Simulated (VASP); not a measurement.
VASP runs on ZnF2 (space group P4_2/mnm) share one base input (PBE GGA, plane waves, VASP's PBE PAW potentials (set 64)) and change the settings named in each case.

INCAR:
```
ALGO = Normal
EDIFF = 1E-6
ENCUT = 400
GGA = PE
ISIF = 2
ISMEAR = -1
LASPH = .True.
LCHARG = .False.
LMAXMIX = 4
LREAL = .False.
LWAVE = .False.
NELM = 100
PREC = Accurate
SIGMA = 0.01
SYSTEM = ZnF2
```

POSCAR:
```
ZnF2
1
    4.7000000000     0.0000000000     0.0000000000
    0.0000000000     4.7000000000     0.0000000000
    0.0000000000     0.0000000000     3.1300000000
Zn F
2 4
Direct
  0.0000000000   0.0000000000   0.0000000000
  0.5000000000   0.5000000000   0.5000000000
  0.3030000000   0.3030000000   0.0000000000
  0.8030000000   0.1970000000   0.5000000000
  0.1970000000   0.8030000000   0.5000000000
  0.6970000000   0.6970000000   0.0000000000
```

**KPOINTS**
```
Regular mesh
0
gamma
5 5 7
```

POTCAR, in this order: Zn F (PBE.64 set). Program: vasp_std.

```csv
change,E(σ→0) (eV/atom),pressure (GPa),largest force (eV/Å)
base run,-3.8704,-3.60,0.043
GGA = PS,-4.1279,…,…
KPOINTS 2×2×2 Γ-centred mesh,-3.8423,-3.13,0.083
"LDAU = .TRUE., LDAUJ = 0 0, LDAUL = 2 -1, LDAUTYPE = 2, LDAUU = 7.0 0",-3.9094,-13.60,0.038
```

Problem. Complete the blanks.

Solution. 
- GGA = PS, pressure (GPa): -9.44
- GGA = PS, largest force (eV/Å): 0.010

Energies of different potentials or functionals have different zeros.  At 400 eV the pressure can carry a Pulay error.

Left out are runs that ran out of time, are held back, or changed the cell or the kind of run, fixed moments of cells without a moment, rows past the twelfth, gaps on odd meshes, pressures of charged cells and columns that move by less than the noise.

The structure is a typed ZnF2 crystal (P4_2/mnm). The cell was not relaxed at this level.
